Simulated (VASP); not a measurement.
A run of VASP 6.6.1 is set up as follows.

The input INCAR:

```
SYSTEM = La3P
ALGO = Normal
EDIFF = 1E-7
EDIFFG = -0.01
ENCUT = 600
GGA = PE
IBRION = 2
ISIF = 3
ISMEAR = 1
LASPH = .TRUE.
LCHARG = .FALSE.
LREAL = .FALSE.
LWAVE = .FALSE.
NELM = 100
NSW = 60
PREC = Accurate
SIGMA = 0.1323
```

File KPOINTS:

```
k-points
0
G
  4 4 4
  0 0 0
```

POSCAR

```
La3P
1.0
    0.0000000000      4.0337590000      4.0337590000
    4.0337590000      0.0000000000      4.0337590000
    4.0337590000      4.0337590000      0.0000000000
La P
3 1
Direct
    0.2500000000      0.2500000000      0.2500000000
    0.7500000000      0.7500000000      0.7500000000
    0.5000000000      0.5000000000      0.5000000000
    0.0000000000      0.0000000000      0.0000000000
```

Potentials or basis: VASP PAW PBE potentials, release 64 (La, P).

The run is started by

```console
$ cat potpaw_PBE.64/La/POTCAR potpaw_PBE.64/P/POTCAR > POTCAR
$ mpirun -np 1 vasp_std > vasp.out
```

Q: Predict the space group after relaxing (to 0.05 Å).

A: Fm-3m (No. 225).

Q: Estimate the band gap on the k mesh.

A: None (metal or under the smearing width).

Final structure:
```
La P
1.0
     0.00000    3.81533    3.81533
     3.81533    0.00000    3.81533
     3.81533    3.81533    0.00000
La P
3 1
Cartesian
  1.9077 1.9077 1.9077
  5.7230 5.7230 5.7230
  3.8153 3.8153 3.8153
  0.0000 0.0000 0.0000
```

 Spin-orbit coupling is left out, which matters for the levels of La.
